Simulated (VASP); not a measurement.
All values below come from LDA (Ceperley-Alder, Perdew-Zunger), VASP's LDA PAW potentials (set 64) (plane waves; VASP).

VASP input:

File KPOINTS:
```
Automatic mesh
0
Gamma
7 7 7
0 0 0
```

INCAR:
```
# general
SYSTEM   =  HfAu2
PREC     =  Accurate
ENCUT    =  300
LREAL    =  .FALSE.
LASPH    =  .TRUE.

# electronic loop
EDIFF    =  1E-6
NELM     =  100
ALGO     =  Normal
LMAXMIX  =  6

# smearing
ISMEAR   =  0
SIGMA    =  0.1

# ions
IBRION   =  2
NSW      =  50
ISIF     =  3
EDIFFG   =  -0.01

# output
LWAVE    =  .FALSE.
LCHARG   =  .FALSE.
```

### POSCAR
```
HfAu2
1
   -1.8147890000     1.8147890000     4.4417720000
    1.8147890000    -1.8147890000     4.4417720000
    1.8147890000     1.8147890000    -4.4417720000
Hf Au
1 2
Direct
  0.0000000000   0.0000000000   0.0000000000
  0.3353000000   0.3353000000   0.0000000000
  0.6647000000   0.6647000000   0.0000000000
```

POTCAR, in this order: Hf_pv Au (LDA.64 set). Program: vasp_std.

At this cut-off the stress carries a Pulay error, which pulls relaxed volumes low. Energy and stress use the plane-wave basis of the starting cell. Unless said otherwise, spin-orbit coupling is left out, though it shifts the bands of the heavy elements here.

Q: What does the run give for the energy per atom (σ→0), volume per atom, band gap (on the k-mesh)?

A: 
```
Property                                                    Result
------------------------  ----------------------------------------
energy per atom (σ→0)                               -7.176 eV/atom
band gap (on the k-mesh)  none (metal, semimetal or under 0.01 eV)
volume per atom                                      17.44 Å³/atom
```

**OSZICAR**
```
...
DAV:   2    -0.215340566273E+02    0.63312E-06   -0.22161E-06   880   0.128E-02
  10 F= -.21534057E+02 E0= -.21529272E+02  d E =-.113301E-03
       N       E                     dE             d eps       ncg     rms          rms(c)
DAV:   1    -0.215341418347E+02   -0.84574E-04   -0.55279E-03  1600   0.515E-01    0.710E-02
DAV:   2    -0.215340946045E+02    0.47230E-04   -0.72261E-05  1776   0.669E-02    0.252E-02
DAV:   3    -0.215340765241E+02    0.18080E-04   -0.22116E-05  1776   0.337E-02    0.590E-03
DAV:   4    -0.215340757463E+02    0.77783E-06   -0.19145E-06  1436   0.933E-03
  11 F= -.21534076E+02 E0= -.21529296E+02  d E =-.191190E-04
```

The structure was generated: HfAu2 was put into an ordered model structure, which need not be its known phase. This run relaxes it. Symmetry was kept, so distortions that lower it aren't found. The k-mesh is coarse (spacing up to 0.36 per Å, 2π included), so the numbers may not be converged in it. The run is one of a series of settings (EDIFFG = -0.01, IBRION = 2, ISIF = 3, NSW = 50 against the base run), some of them coarse on purpose.
